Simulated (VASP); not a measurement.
Here is the system:

```yaml
crystal:
  lattice:
    - [2.33900, -4.05127, 0.00000]
    - [2.33900, 4.05127, 0.00000]
    - [0.00000, 0.00000, 7.64065]
  atoms:
    - { symbol: Ag, position: [0.66667, 0.33333, 0.50011] }
    - { symbol: Ag, position: [0.33333, 0.66667, 0.00011] }
    - { symbol: I, position: [0.66667, 0.33333, 0.87489] }
    - { symbol: I, position: [0.33333, 0.66667, 0.37489] }
```

These are PW91 GGA, VASP's PBE PAW potentials (set 64) (plane waves; VASP) values and carry that method's errors. Settings: 520 eV cut-off, 6×6×4 Γ-centred mesh, tetrahedra with Blöchl corrections, potentials Ag I.

The cores are frozen, which limits the accuracy of field gradients.

Question: Give the principal components of the electric field gradient (V/Å²) and the asymmetry η at each nucleus.

Answer: 
```csv
atom,Vxx,Vyy,Vzz,η
Ag1,0.2,0.2,-0.3,-
Ag2,0.2,0.2,-0.3,-
I3,-2.2,-2.2,4.4,0.00
I4,-2.2,-2.2,4.4,0.00
```

The compound is AgI in the wurtzite structure. It was relaxed first, which changed the volume by +6 %.
